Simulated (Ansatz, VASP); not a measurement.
**One calculation of PtF2, two programs**

```
Pt F
1.0
     2.95724   -3.43226    0.00000
     2.95724    3.43226    0.00000
     0.00000    0.00000    3.11201
Pt F
1 2
Direct
  0.50000 0.50000 0.50000
  0.71785 0.71785 0.00000
  0.28215 0.28215 0.00000
```

Alike in both runs: functional PBE; k mesh 6 × 6 × 10; occupations gaussian, width 0.02 eV; no spin polarisation.

Ansatz relaxed the structure, and its values are those at the end. VASP's run is a single point on that final structure, the one shown.

|  | VASP | Ansatz |
| --- | --- | --- |
| version | VASP 6.6.1 | Ansatz 0.2.0 |
| potentials or method | VASP PAW PBE potentials, release 64 (Pt, F) | scalar-relativistic, plane waves, PAW |
| plane-wave cutoff (eV) | 520 | 420 |
| valence electrons in the cell | 24 | 32 |

Ansatz gave:

| Property | Result |
| --- | --- |
| gap on the k mesh at the Fermi level (eV) | 1.27 |
| least direct gap on the mesh (eV) | 1.39 |
| pressure (GPa) | 0.0 |
| rms of the force components (eV/Å) | 0.000 |

**Question.** What did VASP give for the same quantities?

**Answer.** gap on the k mesh at the Fermi level (eV): 1.16; least direct gap on the mesh (eV): 1.27; pressure (GPa): 0.3; rms of the force components (eV/Å): 0.045.

With one functional, cell and mesh, what is left measures potentials, basis and numerics. The two sets of potentials don't hold the same shells in valence.

Caveats: spin-orbit coupling is left out, which moves the levels of the heavy elements. A k mesh can miss the band edges.
